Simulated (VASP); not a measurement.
A run of VASP 6.6.1 is set up as follows.

Contents of INCAR:

```
SYSTEM = YBRh3
PREC = Accurate ; ENCUT = 520
EDIFF = 1E-6 ; ISMEAR = 0
SIGMA = 0.1 ; LREAL = .False.
LASPH = .True. ; NELM = 100
ALGO = Fast ; ISIF = 2
LWAVE = .False. ; LCHARG = .False.
GGA = PE ; NBANDS = 70
```

File KPOINTS:

```
regular mesh
0
Gamma
  3 3 3
  0 0 0
```

POSCAR

```
YBRh3
1.0
    5.3860460000     -0.6874700000     -0.5700290000
    0.5381640000      5.2078840000     -0.1498660000
    0.2774910000     -0.0163940000      5.6028030000
Y Rh B
2 6 2
Direct
    0.1694679636      0.5396231032      0.2812848872
    0.6864633378      0.5782567036      0.5957596634
    0.6038194509      0.8720241299      0.0233473078
    0.1506100271      0.9656434971      0.9889254024
    0.2121343186      0.5038820753      0.7866547342
    0.8288550148      0.0982181527      0.6802969794
    0.2065390143      0.0625367039      0.4660560711
    0.5933935314      0.3823994496      0.0619570592
    0.4132869517      0.1319822869      0.8000524390
    0.8115090582      0.1006388229      0.2853594950
```

Potentials or basis: VASP PAW PBE potentials, release 64 (Y_sv, Rh_pv, B).

Command:

```console
$ cat potpaw_PBE.64/Y_sv/POTCAR potpaw_PBE.64/Rh_pv/POTCAR potpaw_PBE.64/B/POTCAR > POTCAR
$ mpirun -np 1 vasp_std > vasp.out
```

Estimate the largest force.

2.864 eV/Å.

What does it give for the pressure?

0.7 GPa.

Predict the band gap on the k mesh.

none (metal or under the smearing width).

Stress tensor (GPa, compression positive):
```
 1.43 -3.41 -2.46
-3.41  1.95 -1.27
-2.46 -1.27 -1.22
```

Caveat: the k mesh is coarse (spacing up to 0.40 Å⁻¹), so the values aren't converged.
